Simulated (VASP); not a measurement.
# A VASP study of SiC (Moissanite 3C) (PBE): structure first, properties next, part 2 of 6

Aim: relax SiC (Moissanite 3C) with PBE, compute its properties on that cell and hold them against experiment. The start is a cell from a database of measured crystal structures.

VASP 6.6.1, plane waves and PAW; the level of theory is named at each step.

So far, gap on the k-mesh (eV): step 2 (full relaxation (PBE)) 1.51.

## (4) Density, ELF and potential (PBE)

Level of this step: PBE; plane waves and PAW (Si, C) (VASP).

A single point on the relaxed cell gives a clean self-consistent state, with density, ELF and potential written out.

Input file INCAR:

```
SYSTEM = SiC
PREC = Accurate
ENCUT = 520
EDIFF = 1E-06
NELM = 100
ISMEAR = 0
SIGMA = 0.05
LREAL = .FALSE.
ALGO = Normal
GGA = PE
NBANDS = 10
LORBIT = 11
LWAVE = .FALSE.
LCHARG = .TRUE.
ISIF = 2
LELF = .TRUE.
LVHAR = .TRUE.
```

Input file POSCAR:

```
SiC
1.0
    0.0000000000      2.1897073425      2.1897073425
    2.1897073425      0.0000000000      2.1897073425
    2.1897073425      2.1897073425      0.0000000000
Si C
1 1
Direct
    0.0000000000      0.0000000000      0.0000000000
    0.2500000000      0.2500000000      0.2500000000
```

Input file KPOINTS:

```
Automatic mesh
0
Gamma
9 9 9
0 0 0
```

PAW data sets: Si and C (PBE family, release 64).

Run with:

```
mpirun -np 2 vasp_std
```

The program printed:

```text
[banner, memory and clock lines left out]
running    2 mpi-ranks, on    1 nodes
 distrk:  each k-point on    2 cores,    1 groups
 distr:  one band on    1 cores,    2 groups

 POSCAR found type information on POSCAR SiC
 POSCAR found :  2 types and       2 ions
 LDA part: xc-table for (Slater+PW92), standard interpolation
 POSCAR, INCAR and KPOINTS ok, starting setup
 FFT: planning ... GRIDC
 FFT: planning ... GRID_SOFT
 FFT: planning ... GRID
 WAVECAR not read
 entering main loop
       N       E                     dE             d eps       ncg     rms          rms(c)
DAV:   1     0.416809787033E+01    0.41681E+01   -0.39144E+03   708   0.666E+02
DAV:   2    -0.161753006349E+02   -0.20343E+02   -0.19021E+02   864   0.110E+02
[... 3 cycles as in an earlier step ...]
DAV:   6    -0.151139880030E+02    0.17612E+01   -0.67318E+00   730   0.124E+01    0.381E+00
[... 1 cycle as in an earlier step ...]
DAV:   8    -0.150603111554E+02    0.75431E-02   -0.20296E-02   716   0.102E+00    0.163E-01
[... 2 cycles as in an earlier step ...]
DAV:  11    -0.150605628407E+02   -0.22171E-05   -0.39767E-05   790   0.349E-02    0.595E-03
DAV:  12    -0.150605632491E+02   -0.40834E-06   -0.15447E-06   452   0.848E-03
   1 F= -.15060563E+02 E0= -.15060563E+02  d E =-.188437E-11
```

The job ended after 5.8 s (2 MPI ranks of AMD EPYC 7R43, shared host; peak memory 0.16 GiB; 10 s of CPU time).

From OUTCAR (step 4):

```text
The static configuration has the point symmetry T_d .

 Found     35 irreducible k-points:

   NELECT =       8.0000    total number of electrons

 E-fermi :   8.1548

  Total        0.0002583      0.0002583      0.0002583      0.0000000      0.0000000      0.0000000
  in kB        0.0197068      0.0197068      0.0197068      0.0000000      0.0000000      0.0000000
  external PRESSURE =       0.0197068 kB  Pullay stress =       0.0000000 kB

[... 19 parts as in an earlier step ...]
```

Numbers from this step:

```yaml
scf_cycles: 12
```

Valence electrons inside each PAW sphere by angular momentum. Sphere charges, by row:

| atom | s (e) | p (e) | d (e) | tot (e) |
| --- | --- | --- | --- | --- |
| Si1 | 0.706 | 0.961 | 0 | 1.667 |
| C2 | 0.836 | 1.695 | 0 | 2.531 |

ELF in the ac plane of a cell with a along [110], b along [-110] and c along [001] of the cube at fractional y = 0.000, with atoms of Si and C within 0.2 Å of it. It is the smooth field of the valence electrons, not physical close to the nuclei.

Ten even steps from '0' (0.02) to '9' (0.91), each cell a mean:
```
17998996148988983
49986898469977996
48951597468822886
25753575236734763
02577752014777641
00367630001477410
00023200000133100
00000000000000000
22100012221000012
43200023442100134
22221222222222222
02565652014655641
```
Columns run along a (6.2 Å), rows up along c (4.4 Å), edges of the conventional cell, whose origin can differ from the input's. Atoms in or near the plane, at fractional coordinates: Si at (0.50, 0.00), Si at (0.00, 0.00), C at (0.75, 0.75), C at (0.25, 0.75).

Valence density in the ac plane of a cell with a along [110], b along [-110] and c along [001] of the cube at fractional y = 0.000, with atoms of Si and C within 0.2 Å of it. It is the smooth field of the valence electrons, not physical close to the nuclei.

Values in e/Å³, 7 rows by 16 columns, each cell a mean:
```
0.2 0.5 0.8 1.0 1.0 0.9 0.7 0.3 0.2 0.5 0.8 1.0 1.0 0.9 0.7 0.3
0.3 0.5 1.1 1.6 1.6 1.4 0.7 0.4 0.3 0.5 1.1 1.6 1.6 1.4 0.7 0.4
0.1 0.2 0.5 1.1 1.2 0.8 0.3 0.1 0.1 0.2 0.5 1.1 1.2 0.8 0.3 0.1
0.1 0.1 0.2 0.3 0.3 0.2 0.1 0.1 0.1 0.1 0.2 0.3 0.3 0.2 0.1 0.1
0.1 0.1 0.1 0.1 0.1 0.1 0.1 0.1 0.1 0.1 0.1 0.1 0.1 0.1 0.1 0.1
0.3 0.2 0.2 0.1 0.1 0.1 0.2 0.3 0.3 0.2 0.2 0.1 0.1 0.1 0.2 0.3
0.0 0.2 0.3 0.2 0.2 0.3 0.3 0.1 0.0 0.2 0.3 0.2 0.2 0.3 0.3 0.1
```
Columns run along a (6.2 Å), rows up along c (4.4 Å), edges of the conventional cell, whose origin can differ from the input's. Atoms in or near the plane, at fractional coordinates: Si at (0.50, 0.00), Si at (0.00, 0.00), C at (0.75, 0.75), C at (0.25, 0.75).

Electrostatic potential energy in the ac plane of a cell with a along [110], b along [-110] and c along [001] of the cube at fractional y = 0.000, with atoms of Si and C within 0.2 Å of it. With pseudopotentials it is smooth inside the atoms' cores, unlike the true potential.

Ten even steps from '_' (-86 eV) to '@' (4 eV), each cell a mean:
```
__--%%@@@@@@##--__..**%%@@@@%%++..
++##%%**++**%%##==++%%%%++**%%%%++
%%@@%%++##++%%@@%%@@@@********@@@@
@@@@%%++++++%%@@@@@@@@##++++##@@@@
@@@@@@%%##%%@@@@@@@@@@@@####@@@@@@
@@@@@@@@@@@@@@@@@@@@@@@@@@@@@@@@@@
@@@@@@@@@@@@@@@@@@@@@@@@@@@@@@@@@@
@@@@@@@@@@@@@@@@@@@@@@@@@@@@@@@@@@
@@@@@@@@@@@@@@@@@@@@@@@@@@@@@@@@@@
##%%@@@@@@@@@@%%##%%%%@@@@@@@@%%##
::++%%@@@@@@%%++::--##@@@@@@@@##--
__::##@@@@@@##..____++%%@@@@%%==__
```
Columns run along a (6.2 Å; values clipped at the 3rd and 97th percentile), rows up along c (4.4 Å), edges of the conventional cell, whose origin can differ from the input's. Atoms in or near the plane, at fractional coordinates: Si at (0.50, 0.00), Si at (0.00, 0.00), C at (0.75, 0.75), C at (0.25, 0.75).

In this run the pressure is 0.00 GPa, small enough to go on.

## (5) Band structure (PBE)

Levels along the symmetry lines show where the bands peak and cross; KPOINTS_OPT computes them in the converged potential.

Input file INCAR:

```
SYSTEM = SiC
PREC = Accurate
ENCUT = 520
EDIFF = 1E-06
NELM = 100
ISMEAR = 0
SIGMA = 0.05
LREAL = .FALSE.
ALGO = Normal
GGA = PE
NBANDS = 16
LORBIT = 11
LWAVE = .FALSE.
LCHARG = .FALSE.
KPAR = 2
```

POSCAR is that of step 4.

KPOINTS is that of step 4.

Input file KPOINTS_OPT:

```
Line mode
16
Line-mode
Reciprocal
  0.00000000   0.00000000   0.00000000 GAMMA
  0.50000000   0.00000000   0.50000000 X

  0.50000000   0.00000000   0.50000000 X
  0.50000000   0.25000000   0.75000000 W

  0.50000000   0.25000000   0.75000000 W
  0.37500000   0.37500000   0.75000000 K

  0.37500000   0.37500000   0.75000000 K
  0.00000000   0.00000000   0.00000000 GAMMA

  0.00000000   0.00000000   0.00000000 GAMMA
  0.50000000   0.50000000   0.50000000 L

  0.50000000   0.50000000   0.50000000 L
  0.62500000   0.25000000   0.62500000 U

  0.62500000   0.25000000   0.62500000 U
  0.50000000   0.25000000   0.75000000 W

  0.50000000   0.25000000   0.75000000 W
  0.50000000   0.50000000   0.50000000 L

  0.50000000   0.50000000   0.50000000 L
  0.37500000   0.37500000   0.75000000 K

  0.62500000   0.25000000   0.62500000 U
  0.50000000   0.00000000   0.50000000 X
```

Run with:

```
mpirun -np 2 vasp_std
```

The program printed:

```text
[... set-up lines as in an earlier step ...]
 entering main loop
       N       E                     dE             d eps       ncg     rms          rms(c)
DAV:   1     0.448486982489E+01    0.44849E+01   -0.37537E+03  1160   0.423E+02
DAV:   2    -0.163577936357E+02   -0.20843E+02   -0.19926E+02  1496   0.942E+01
DAV:   3    -0.168739804080E+02   -0.51619E+00   -0.51562E+00  1352   0.111E+01
DAV:   4    -0.168751704649E+02   -0.11901E-02   -0.11900E-02  1488   0.692E-01
DAV:   5    -0.168751739847E+02   -0.35197E-05   -0.35197E-05  1312   0.344E-02    0.866E+00
DAV:   6    -0.151100522503E+02    0.17651E+01   -0.52631E+00  1440   0.777E+00    0.369E+00
DAV:   7    -0.150680487799E+02    0.42003E-01   -0.38325E-01  1512   0.269E+00    0.182E+00
DAV:   8    -0.150607077969E+02    0.73410E-02   -0.19623E-02  1328   0.697E-01    0.161E-01
DAV:   9    -0.150604485495E+02    0.25925E-03   -0.23322E-03  1432   0.192E-01    0.976E-02
DAV:  10    -0.150605580322E+02   -0.10948E-03   -0.21675E-04  1264   0.723E-02    0.292E-02
DAV:  11    -0.150605627598E+02   -0.47276E-05   -0.29693E-05  1528   0.229E-02    0.709E-03
DAV:  12    -0.150605632421E+02   -0.48226E-06   -0.25635E-06  1280   0.656E-03
   1 F= -.15060563E+02 E0= -.15060563E+02  d E =-.367746E-21
 Start KPOINTS_OPT (optional k-point list driver)
k-point batch [1-35\160]
       N       E                     dE             ncg
DAV:   1     0.127722449777E+04   -0.86655E+04     1144
DAV:   2     0.607667308731E+03   -0.66956E+03     1504
DAV:   3     0.592958961458E+03   -0.14708E+02     1392
DAV:   4     0.592928176253E+03   -0.30785E-01     1448
DAV:   5     0.592928088968E+03   -0.87285E-04     1376
DAV:   6     0.592928088627E+03   -0.34137E-06     1320
[...]
k-point batch [141-160\160]
       N       E                     dE             ncg
DAV:   1     0.557253593857E+04   -0.68610E+04      672
DAV:   2     0.520367115891E+04   -0.36886E+03      880
DAV:   3     0.519653651468E+04   -0.71346E+01      824
DAV:   4     0.519652162254E+04   -0.14892E-01      816
DAV:   5     0.519652157719E+04   -0.45357E-04      832
DAV:   6     0.519652157700E+04   -0.19025E-06      800
```

Run time: 21 s. Hardware: 2 MPI ranks; peak memory 0.22 GiB.

OUTCAR, selected parts (step 5):

```text
   k-points           NKPTS =     35   k-points in BZ     NKDIM =     35   number of bands    NBANDS=     16

   NELECT =       8.0000    total number of electrons

 E-fermi :   8.2605

 k-point     1 :       0.0000    0.0000    0.0000
  band No.  band energies     occupation
      1      -7.3454      2.00000
      2       7.9431      2.00000
      3       7.9431      2.00000
      4       7.9431      2.00000
      5      14.0047      0.00000
      6      15.1487      0.00000
      7      15.1487      0.00000
      8      15.1487      0.00000
      9      22.3637      0.00000
    ...

  Total       -0.0001538     -0.0001538     -0.0001538     -0.0000000      0.0000000      0.0000000
  in kB       -0.0117362     -0.0117362     -0.0117362     -0.0000000      0.0000000      0.0000000
  external PRESSURE =      -0.0117362 kB  Pullay stress =       0.0000000 kB

 POSITION                                       TOTAL-FORCE (eV/Angst)
 -----------------------------------------------------------------------------------
      0.00000      0.00000      0.00000        -0.000000      0.000000      0.000000
      1.09485      1.09485      1.09485         0.000000     -0.000000     -0.000000
 -----------------------------------------------------------------------------------
    total drift:                                0.000000      0.000000      0.000000

  FREE ENERGIE OF THE ION-ELECTRON SYSTEM (eV)
  ---------------------------------------------------
  free  energy   TOTEN  =       -15.0605632421 eV

  energy  without entropy=      -15.0605632421  energy(sigma->0) =      -15.06056324

[... 8 parts as in an earlier step ...]

[... 8 further parts left out ...]
```

Numbers from this step:

```
bands                             : 16
Fermi energy                      : 8.261 eV
pressure                          : -0.001174 GPa
least gap on mesh and path        : 1.370 eV
least direct gap on mesh and path : 4.527 eV
conduction bottom at k            : 0.5, 0, 0.5
least direct gap at k             : 0.5, 0, 0.5
```

The electronic bands at the labelled points (eV, zero at the valence-band top; v1 is the highest filled band, c1 the lowest empty one):

| point | v3 | v2 | v1 | c1 | c2 | c3 | c4 |
| --- | --- | --- | --- | --- | --- | --- | --- |
| Γ | 0.00 | 0.00 | 0.00 | 6.06 | 7.21 | 7.21 | 7.21 |
| 0.53 of the way | -3.68 | -2.06 | -2.06 | 3.71 | 6.02 | 10.76 | 10.76 |
| X | -7.75 | -3.16 | -3.16 | 1.37 | 4.27 | 13.86 | 13.86 |
| 0.47 of the way | -7.48 | -3.93 | -3.92 | 2.87 | 5.74 | 12.03 | 13.34 |
| W | -7.00 | -4.92 | -4.63 | 5.19 | 9.30 | 9.33 | 9.70 |
| 0.47 of the way | -7.12 | -5.27 | -3.63 | 4.30 | 8.03 | 10.23 | 11.39 |
| K | -7.24 | -5.47 | -2.57 | 3.09 | 7.68 | 11.72 | 12.30 |
| 0.53 of the way | -4.12 | -2.61 | -0.44 | 6.86 | 7.55 | 8.04 | 8.86 |
| Γ | 0.00 | 0.00 | 0.00 | 6.06 | 7.21 | 7.21 | 7.21 |
| 0.47 of the way | -3.88 | -0.55 | -0.55 | 5.93 | 7.83 | 7.83 | 9.05 |
| L | -8.45 | -1.05 | -1.05 | 5.30 | 7.17 | 7.17 | 9.97 |
| 0.53 of the way | -7.86 | -3.58 | -1.78 | 4.59 | 8.15 | 9.08 | 10.95 |
| U | -7.24 | -5.47 | -2.57 | 3.09 | 7.68 | 11.72 | 12.30 |
| 0.47 of the way | -7.14 | -5.32 | -3.43 | 4.09 | 7.94 | 10.43 | 11.65 |
| W | -7.00 | -4.92 | -4.63 | 5.19 | 9.30 | 9.33 | 9.70 |
| 0.47 of the way | -7.67 | -3.90 | -2.40 | 5.17 | 7.28 | 10.26 | 10.86 |
| L | -8.45 | -1.05 | -1.05 | 5.30 | 7.17 | 7.17 | 9.97 |
| 0.47 of the way | -7.99 | -3.13 | -1.64 | 4.87 | 7.77 | 8.68 | 10.99 |
| K | -7.24 | -5.47 | -2.57 | 3.09 | 7.68 | 11.72 | 12.30 |
| jump to U | -7.24 | -5.47 | -2.57 | 3.09 | 7.68 | 11.72 | 12.30 |
| 0.47 of the way | -7.57 | -4.28 | -2.99 | 2.17 | 5.37 | 13.11 | 13.34 |
| X | -7.75 | -3.16 | -3.16 | 1.37 | 4.27 | 13.86 | 13.86 |

Of the projections kept (Si, C), the largest for each band there; the rest of the weight can lie on other orbitals:

| point | v3 | v2 | v1 | c1 | c2 | c3 | c4 |
| --- | --- | --- | --- | --- | --- | --- | --- |
| Γ | C 0.89 | C 0.89 | C 0.89 | C 0.78 | Si 0.98 | Si 0.98 | Si 0.98 |
| X | Si 0.65 | C 0.59 | C 0.59 | Si 0.52 | Si 0.88 | C 0.59 | C 0.59 |
| W | Si 0.69 | C 0.62 | Si 0.53 | C 0.98 | C 0.55 | Si 0.69 | Si 0.72 |
| K | Si 0.67 | C 0.52 | C 0.61 | Si 0.54 | C 0.54 | C 0.51 | C 0.63 |
| Γ | C 0.89 | C 0.89 | C 0.89 | C 0.78 | Si 0.98 | Si 0.98 | Si 0.98 |
| L | Si 0.61 | C 0.73 | C 0.73 | Si 0.58 | Si 0.90 | Si 0.90 | C 0.94 |

The electronic bands as a text plot (rows in eV, shown from -8.0 to 7.2 only):

```
    6.9 |++++       +         +++++      +++         ++++++   +
    6.3 |+++ +               +  ++++++
    5.6 |     +    +        +         ++++++          ++ ++
    5.0 |   +  +     ++    +                +    +++++  +      +
    4.4 |       +++    +                     +             +    +
    3.7 |    +      +    ++                   + +           +
    3.1 |     +         +                      +             +
    2.5 |      +   +                                          +
    1.8 |       + +                                            +
    1.2 |        +                                              +
    0.6 |
   -0.1 |*                    *******
   -0.7 | **                 *  *  * ****
   -1.3 |  **              **  **   *    ****         *****
   -2.0 |    *            *   *            * *       * *  ***
   -2.6 |   * **        **     *              **      *      **
   -3.2 |       ***          **      *      *   *   **         **
   -3.9 |    *     *   *                         * *       *   *
   -4.5 |     *     ***    ***        *      *    * *
   -5.1 |            ****                     * ****        * *
   -5.8 |      *         ** *                  *             *
   -6.4 |                  *           *
   -7.0 |       *   *******                   *******        *
   -7.7 |        ***                    *   **       *     ** ***
         Γ       X    W  K        Γ      L     U  W     L   K|U X
```

The path lowers the gap by 0.14 eV against the mesh alone, so a band edge lies off the mesh.

The path shows an indirect gap of 1.37 eV (valence top at Γ, conduction bottom at X). The least direct gap is 4.53 eV.

## (6) Density of states (PBE)

Here the states are counted by energy and projected on the atoms. The mesh is finer than in the run before.

Edit INCAR of step 5 so:

```diff
@@ -5,3 +5,3 @@
 NELM = 100
-ISMEAR = 0
+ISMEAR = -5
 SIGMA = 0.05
@@ -15 +15,2 @@
 KPAR = 2
+NEDOS = 2001
```

POSCAR is that of step 5.

Input file KPOINTS:

```
Automatic mesh
0
Gamma
13 13 13
0 0 0
```

Run with:

```
mpirun -np 2 vasp_std
```

The program printed:

```text
[... set-up lines as in an earlier step ...]
 entering main loop
       N       E                     dE             d eps       ncg     rms          rms(c)
DAV:   1     0.420413155619E+01    0.42041E+01   -0.37338E+03  2800   0.420E+02
DAV:   2    -0.163980621943E+02   -0.20602E+02   -0.19845E+02  3648   0.949E+01
DAV:   3    -0.168741421924E+02   -0.47608E+00   -0.47556E+00  3136   0.109E+01
DAV:   4    -0.168752303539E+02   -0.10882E-02   -0.10881E-02  3664   0.680E-01
DAV:   5    -0.168752335497E+02   -0.31958E-05   -0.31958E-05  3104   0.332E-02    0.866E+00
DAV:   6    -0.151105257586E+02    0.17647E+01   -0.52689E+00  3416   0.777E+00    0.369E+00
DAV:   7    -0.150684430711E+02    0.42083E-01   -0.38126E-01  3656   0.268E+00    0.182E+00
DAV:   8    -0.150611143738E+02    0.73287E-02   -0.19550E-02  3208   0.696E-01    0.161E-01
DAV:   9    -0.150608598829E+02    0.25449E-03   -0.23186E-03  3448   0.191E-01    0.979E-02
DAV:  10    -0.150609691266E+02   -0.10924E-03   -0.21515E-04  3168   0.721E-02    0.292E-02
DAV:  11    -0.150609738622E+02   -0.47356E-05   -0.29214E-05  3672   0.228E-02    0.701E-03
DAV:  12    -0.150609743493E+02   -0.48709E-06   -0.24826E-06  3152   0.648E-03
   1 F= -.15060974E+02 E0= -.15060974E+02  d E =0.000000E+00
```

The job ended after 16 s (2 MPI ranks; peak memory 0.23 GiB; 31 s of CPU time).

OUTCAR, selected parts (step 6):

```text
   k-points           NKPTS =     84   k-points in BZ     NKDIM =     84   number of bands    NBANDS=     16

   NELECT =       8.0000    total number of electrons

 E-fermi :   7.9460

 k-point     1 :       0.0000    0.0000    0.0000
  band No.  band energies     occupation
      1      -7.3456      2.00000
      2       7.9427      2.00000
      3       7.9427      2.00000
      4       7.9427      2.00000
      5      14.0043      0.00000
      6      15.1486      0.00000
      7      15.1486      0.00000
      8      15.1486      0.00000
      9      22.3637      0.00000
    ...

  Total       -0.0005390     -0.0005390     -0.0005390     -0.0000000      0.0000000     -0.0000000
  in kB       -0.0411269     -0.0411269     -0.0411269     -0.0000000      0.0000000     -0.0000000
  external PRESSURE =      -0.0411269 kB  Pullay stress =       0.0000000 kB

 POSITION                                       TOTAL-FORCE (eV/Angst)
 -----------------------------------------------------------------------------------
      0.00000      0.00000      0.00000        -0.000000     -0.000000     -0.000000
      1.09485      1.09485      1.09485         0.000000      0.000000      0.000000
 -----------------------------------------------------------------------------------
    total drift:                                0.000000      0.000000      0.000000

  FREE ENERGIE OF THE ION-ELECTRON SYSTEM (eV)
  ---------------------------------------------------
  free  energy   TOTEN  =       -15.0609743493 eV

  energy  without entropy=      -15.0609743493  energy(sigma->0) =      -15.06097435

[... 7 parts as in an earlier step ...]

[... 9 further parts left out ...]
```

This step gave:

| Item | Value |
| --- | --- |
| irreducible k-points | 84 |
| Fermi energy | 7.946 eV |
| pressure | -0.004113 GPa |
| conduction bottom at k | 0.4615, 0.4615, 0 |
| least direct gap at k | 0.4615, 0.4615, 0 |
| gap on the k-mesh | 1.439 eV |
| least direct gap on the k-mesh | 4.564 eV |

The density of states has structure finer than the step of the table below, so its rows give means over 1 eV, whole bins alone (the curve runs from -12.0 to 9.39 eV). Peaks (eV: height): total -7.1: 1.53, -3.0: 1.18, 5.0: 1.18, 7.5: 2.39; C p -7.1: 0.267, -5.1: 0.207, -1.2: 0.414, 7.5: 0.215; Si p -10.4: 0.0849, -3.0: 0.214, 5.6: 0.0962, 7.5: 0.423; Si s -11.7: 0.0945, -7.1: 0.423, 5.5: 0.163, 7.5: 0.205; C s -10.4: 0.318, -7.0: 0.0628, 5.5: 0.0831, 7.5: 0.185.

States under -12.0 eV and over 9.4 eV are left out. Table of density of states by energy, zero at the valence-band top; means over each step; values in states/eV/cell:

| energy (eV) | total | C p | Si p | Si s | C s |
| --- | --- | --- | --- | --- | --- |
| -11 | 0.624 | 0.00651 | 0.0539 | 0.0541 | 0.233 |
| -10 | 0.177 | 7.5e-4 | 0.0198 | 0.00503 | 0.0748 |
| -9 | 0 | 0 | 0 | 0 | 0 |
| -8 | 0.229 | 0.0378 | 0.0235 | 0.0408 | 0.00785 |
| -7 | 0.904 | 0.156 | 0.0609 | 0.216 | 0.0454 |
| -6 | 0.351 | 0.0635 | 0.0335 | 0.0513 | 0.0358 |
| -5 | 0.626 | 0.140 | 0.0928 | 0.0394 | 0.0281 |
| -4 | 0.759 | 0.193 | 0.122 | 0.0384 | 0.0234 |
| -3 | 1.09 | 0.324 | 0.193 | 0.0284 | 0.0173 |
| -2 | 1.08 | 0.371 | 0.180 | 0.0154 | 0.0104 |
| -1 | 0.820 | 0.326 | 0.114 | 0.00555 | 0.00472 |
| 0 | 0.142 | 0.0631 | 0.0128 | 3.7e-4 | 4.8e-4 |
| 1 | 4.5e-4 | 6.5e-6 | 4.3e-5 | 0 | 3.6e-5 |
| 2 | 0.0782 | 0.00304 | 0.00781 | 8.6e-4 | 0.00575 |
| 3 | 0.215 | 0.0142 | 0.0207 | 0.00600 | 0.0121 |
| 4 | 0.401 | 0.0375 | 0.0368 | 0.0176 | 0.0158 |
| 5 | 0.835 | 0.0913 | 0.0666 | 0.0688 | 0.0251 |
| 6 | 0.705 | 0.0522 | 0.0799 | 0.0924 | 0.0529 |
| 7 | 0.946 | 0.0896 | 0.137 | 0.0945 | 0.0649 |
| 8 | 1.27 | 0.136 | 0.255 | 0.0776 | 0.0560 |

The gap on this mesh is 1.44 eV, over the 1.37 eV of the band run, since this mesh misses a band edge. In the top eV of the valence band the largest shares in the PAW spheres are C p 42 % and Si p 11 %. The rest lies in smaller channels or between the spheres.

[end of part 2 of 6]

[Lines on the potential files, build, host, timing and source positions are cut from VASP's logs without a mark.]

[Logs are printed without paths, hosts, clocks, repeated set-up lines and the standing remarks that a program may print on its own settings, such as how far it seeks lower states.]

[Hosts, paths, dates, database ids (printed as entryN), source tags and the programs' standing remarks are cut or masked in the printed files.]

[A measured line is paired with the nearest computed mode of its activity, which favours agreement.]
